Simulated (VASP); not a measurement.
Runs of VASP 6.6.1 on WAu. The structure is cubic, space group F-43m (No. 216). The conventional cell has a = 5.818 Å, b = 5.818 Å, c = 5.818 Å, α = 90.00°, β = 90.00°, γ = 90.00°. Around W (site symmetry -43m) lie 4 Au at 2.52 Å. Au (site symmetry -43m) has 4 W at 2.52 Å as nearest neighbours. The cell was built by a generator and needn't be a form met in nature.

```csv
level,U,gap on the mesh (eV),pressure (GPa)
r2SCAN+U,"Au d U = 2 eV, W d U = 2 eV",none,-2.1
r2SCAN,-,none,(a)
r2SCAN+U,"Au d U = 4 eV, W d U = 4 eV",none,-0.4
r2SCAN+U,"Au d U = 5 eV, W d U = 5 eV",none,1.1
r2SCAN+U,"Au d U = 6 eV, W d U = 6 eV",none,0.6
r2SCAN+U,"Au d U = 3 eV, W d U = 3 eV",none,-1.4
r2SCAN+U,"Au d U = 8 eV, W d U = 8 eV",none,(b)
```

Alike in all rows: task density of states; potentials or basis VASP PAW PBE potentials, release 64 (W_sv, Au); no spin polarisation; cell as given; k mesh 8 × 8 × 8; cutoff (eV) 520; smearing tetrahedron.

Q: Fill in the values left out.

A: (a) -3.0; (b) 0.9.

Caveats: the PAW data sets were made with another functional, which shifts forces and pressure a little; tetrahedron occupations give inexact forces and stress in metals; U without spin polarisation on a metal has little footing (some runs); the U is typed as a test and isn't derived for this compound (some runs).

A k mesh can miss the band edges, and the runs leave out spin-orbit coupling on Au, W.

A gap of «none» marks a metal or a gap under the smearing width.
